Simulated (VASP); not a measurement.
Input:

```xyz
2
Lattice="3.8652 -2.1504 -0.0277 3.8652 2.1504 -0.0277 2.6941 0.0000 3.5080" Properties=species:S:1:pos:R:3 pbc="T T T"
Sb     2.4606     0.0000     0.8149
Sb     7.9639     0.0000     2.6376
```

These are LDA (Ceperley-Alder, Perdew-Zunger), VASP's LDA PAW potentials (set 64) (plane waves; VASP 6.6.1) values and carry that method's errors. Run with 500 eV cut-off, 10×10×10 Γ-centred mesh, first-order Methfessel-Paxton smearing of 0.10 eV, potentials Sb.

Energy and stress use the plane-wave basis of the starting cell.

**Question.** The ions, cell shape and volume at an external pressure of 5.0 GPa are relaxed. Give the cell that the relaxation ends in.

**Answer.** 
```xyz
2
Lattice="3.6778 -2.1137 -0.0674 3.6778 2.1137 -0.0674 2.5268 0.0000 3.4079" Properties=species:S:1:pos:R:3 pbc="T T T"
Sb     2.3816     0.0000     0.7888
Sb     7.5008     0.0000     2.4842
```
Space group R-3m (166), at a tolerance of 0.03 Å.

**Question.** How do energy and volume change from the first to the last step?

**Answer.** The energy (σ→0) changes by +35.6 meV/atom and the volume by -8.4 %, in 10 ionic steps.

The compound is Sb in the a7 structure. This run relaxes it under an external pressure of 5 GPa. Symmetry was kept, so distortions that lower it aren't found.
